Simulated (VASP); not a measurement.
VASP runs on LiTc (atoms displaced from the space group 123 structure) share one base input (PBE GGA, plane waves, VASP's PBE PAW potentials (set 64)) and change the settings named in each case.

**INCAR**
```
! general
SYSTEM   =  LiTc
PREC     =  Accurate
ENCUT    =  400
LREAL    =  .FALSE.
LASPH    =  .TRUE.

! electronic loop
EDIFF    =  1E-6
NELM     =  100
ALGO     =  Normal
LMAXMIX  =  4

! smearing
ISMEAR   =  -1
SIGMA    =  0.05

! functional
GGA      =  PE

! ions
ISIF     =  2

! output
LWAVE    =  .FALSE.
LCHARG   =  .FALSE.
```

### KPOINTS
```
Automatic mesh
0
Gamma
8 8 6
0 0 0
```

### POSCAR
```
LiTc
1
    2.7344490000     0.0000000000     0.0000000000
    0.0000000000     2.7344490000     0.0000000000
    0.0000000000     0.0000000000     3.5840820000
Li Tc
1 1
Direct
  0.5147910000   0.4964310000   0.5079830000
 -0.0147910000   0.0035690000  -0.0079830000
```

POTCAR, in this order: Li_sv Tc_pv (PBE.64 set). Program: vasp_std.

```tsv
change	E(σ→0) (eV/atom)	pressure (GPa)	largest force (eV/Å)	−TS (eV)
base run	-5.5356	-10.20	0.531	-0.0130
GGA = PS	-5.9313	___	___	___
GGA_COMPAT = .FALSE., LNONCOLLINEAR = .TRUE., LSORBIT = .TRUE., MAGMOM = 0.0 0.0 0.0 0.0 0.0 0.0, program vasp_ncl	-5.5880	___	0.531	___
KPOINTS 3×3×2 Γ-centred mesh	-5.0530	-2.81	0.501	-0.0456
```

### Question
Some entries are withheld; supply them.

### Answer

- GGA_COMPAT = .FALSE., LNONCOLLINEAR = .TRUE., LSORBIT = .TRUE., MAGMOM = 0.0 0.0 0.0 0.0 0.0 0.0, program vasp_ncl, pressure (GPa): -10.09
- GGA_COMPAT = .FALSE., LNONCOLLINEAR = .TRUE., LSORBIT = .TRUE., MAGMOM = 0.0 0.0 0.0 0.0 0.0 0.0, program vasp_ncl, −TS (eV): -0.0120
- GGA = PS, pressure (GPa): -14.15
- GGA = PS, largest force (eV/Å): 0.526
- GGA = PS, −TS (eV): -0.0131

Energies of different potentials or functionals have different zeros.  At 400 eV the pressure can carry a Pulay error.

Left out are runs that ran out of time, are held back, or changed the cell or the kind of run, fixed moments of cells without a moment, rows past the twelfth, gaps on odd meshes, pressures of charged cells and columns that move by less than the noise.

The structure was generated: LiTc was put into an ordered model structure, which need not be its known phase. The cell was not relaxed at this level, its atoms were moved at random.
